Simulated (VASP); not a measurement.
A convergence study with VASP on Yb (space group Fm-3m): one setting is varied, all else stays as given below, so the limit is that of these other settings.

```yaml
crystal:
  lattice:
    - [0.00000, 2.75370, 2.75370]
    - [2.75370, 0.00000, 2.75370]
    - [2.75370, 2.75370, 0.00000]
  atoms:
    - { symbol: Yb, position: [0.00000, 0.00000, 0.00000] }
```

Method: PBE GGA, VASP's PBE PAW potentials (set 64) (plane waves; VASP). The tightest run used: 720 eV cut-off, 10×10×10 Γ-centred mesh, Fermi-Dirac smearing of 0.10 eV, potentials Yb_2.

The 4f electrons are frozen in the core of the lanthanide potential, so 4f levels, which can set the real gap, and their magnetism are missing.

### Question
The settings run are ENCUT = 105; ENCUT = 120; ENCUT = 135; ENCUT = 150; ENCUT = 165; ENCUT = 180; ENCUT = 210; ENCUT = 240; ENCUT = 270; ENCUT = 330; ENCUT = 360; ENCUT = 405; ENCUT = 450; ENCUT = 525; ENCUT = 600; ENCUT = 720. From which on does the stress (every component) stay within 0.5 GPa of the tightest run?

### Answer
From ENCUT = 135 on: it is off by 0.30 there and by no more than 0.5 in any finer run, while ENCUT = 120 is off by 0.93.
```csv
setting,E (eV/atom),pressure (GPa),plane waves,difference judged (GPa)
ENCUT = 105,-1.3602,-3.69,113,3.18
ENCUT = 120,-1.4158,-1.43,137,0.93
ENCUT = 135,-1.4415,-0.81,169,0.30
ENCUT = 150,-1.4524,-0.72,190,0.21
ENCUT = 165,-1.4562,-0.71,210,0.21
ENCUT = 180,-1.4584,-0.66,259,0.16
ENCUT = 210,-1.4607,-0.55,302,0.04
ENCUT = 240,-1.4619,-0.52,364,0.01
ENCUT = 270,-1.4622,-0.53,444,0.02
ENCUT = 330,-1.4626,-0.51,588,0.01
ENCUT = 360,-1.4627,-0.51,662,0.00
ENCUT = 405,-1.4628,-0.51,785,0.00
ENCUT = 450,-1.4629,-0.51,934,0.00
ENCUT = 525,-1.4629,-0.51,1159,0.00
ENCUT = 600,-1.4629,-0.51,1411,0.00
ENCUT = 720,-1.4629,-0.51,1854,0.00
```

Left out are rungs that failed or repeat a setting and relaxations that didn't move; long series are thinned to 24 rows.

The structure is a typed Yb crystal (space group no. 225). The cell was not relaxed at this level.
